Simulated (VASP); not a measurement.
Consider the following.

```xyz
2
Lattice="0.0000 2.7050 2.7050 2.7050 0.0000 2.7050 2.7050 2.7050 0.0000" Properties=species:S:1:pos:R:3 pbc="T T T"
Cu     0.0000     0.0000     0.0000
Cl     1.3525     1.3525     1.3525
```

Method: PBE GGA + U (Dudarev), VASP's PBE PAW potentials (set 64) (plane waves; VASP). Run with 400 eV cut-off, 8×8×8 Γ-centred mesh, Gaussian smearing of 0.050 eV, potentials Cu Cl, U − J: Cu 4.00 eV.

Task: Estimate the energy per atom (σ→0), band gap (on the k-mesh) with the smallest direct gap where there is one.

Result: 
```
Item                                          Value
-----------------------------------  --------------
band gap (on the k-mesh)                    1.42 eV
smallest direct gap (on the k-mesh)         1.42 eV
energy per atom (σ→0)                -2.668 eV/atom
```

Total energies compare only between runs with the same potentials, cut-off and functional.

The compound is CuCl in the zinc blende structure. The cell was not relaxed at this level. The run is one of a series of settings (LDAU = .TRUE., LDAUJ = 0 0, LDAUL = 2 -1, LDAUTYPE = 2, LDAUU = 4.0 0 against the base run), some of them coarse on purpose.
